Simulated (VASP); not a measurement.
Consider the following.

```xyz
6
Lattice="4.9687 0.0000 0.0000 0.0000 4.9687 0.0000 0.0000 0.0000 3.4162" Properties=species:S:1:pos:R:3 pbc="T T T"
Pb     4.9687     0.0000     0.0000
Pb     2.4843     2.4843     1.7081
O      1.5247     1.5247     0.0000
O      4.0090     0.9597     1.7081
O      0.9597     4.0090     1.7081
O      3.4440     3.4440     0.0000
```

Method: r2SCAN+rVV10, VASP's PBE PAW potentials (set 64) (plane waves; VASP 6.6.1). Run with 520 eV cut-off, 5×5×7 Γ-centred mesh, tetrahedra with Blöchl corrections, potentials Pb_d O.

The path is coarsely sampled, so an indirect gap can come out somewhat too large. Unless said otherwise, spin-orbit coupling is left out, though it shifts the bands of the heavy elements here.

### Question
Tabulate the total density of states (states/eV per cell) against energy (eV; zero at the valence-band maximum or, without a gap, the Fermi level).

### Answer

```
E (eV) | DOS (states/eV)
    -9.91 |  0.00
    -9.67 |  0.00
    -9.43 |  0.00
    -9.19 |  0.00
    -8.95 |  0.00
    -8.83 |  0.00
    -8.59 |  0.00
    -8.35 |  0.00
    -8.11 |  0.08
    -7.87 | ## 0.85
    -7.63 | ##### 2.20
    -7.39 | ##### 2.27
    -7.15 | #### 1.93
    -7.03 | ##### 1.98
    -6.79 | ##### 2.00
    -6.55 | ## 1.04
    -6.31 | ## 0.91
    -6.07 | ## 0.82
    -5.83 | ### 1.16
    -5.59 | ## 0.90
    -5.35 | # 0.46
    -5.11 | # 0.35
    -4.99 | # 0.31
    -4.75 | # 0.24
    -4.51 | # 0.46
    -4.27 | #### 1.77
    -4.03 | ##### 2.19
    -3.79 | ####### 2.85
    -3.55 | ####### 2.94
    -3.31 | ########### 4.83
    -3.19 | ############ 5.32
    -2.95 | ######## 3.69
    -2.71 | ###### 2.73
    -2.47 | ######## 3.27
    -2.23 | ######## 3.59
    -1.99 | ######## 3.51
    -1.75 | ######## 3.34
    -1.51 | ####### 3.21
    -1.39 | ####### 2.97
    -1.15 | ################## 7.63
    -0.91 | ############## 6.23
    -0.67 | ############################## 13.0
    -0.43 | ###################### 9.40
    -0.19 | ####### 3.18
     0.05 |  0.00
     0.29 |  0.01
     0.53 |  0.05
     0.65 |  0.08
     0.89 |  0.12
     1.13 |  0.16
     1.37 |  0.19
     1.61 |  0.22
     1.85 | # 0.27
     2.09 | # 0.33
     2.33 | # 0.50
     2.45 | # 0.59
     2.69 | ## 0.70
     2.93 | ## 0.79
     3.17 | ## 0.91
     3.41 | ### 1.17
```
Within 2 eV below the valence-band maximum the largest weight inside VASP's projection spheres is O p.

The compound is PbO2 in the rutile structure. It was relaxed first.
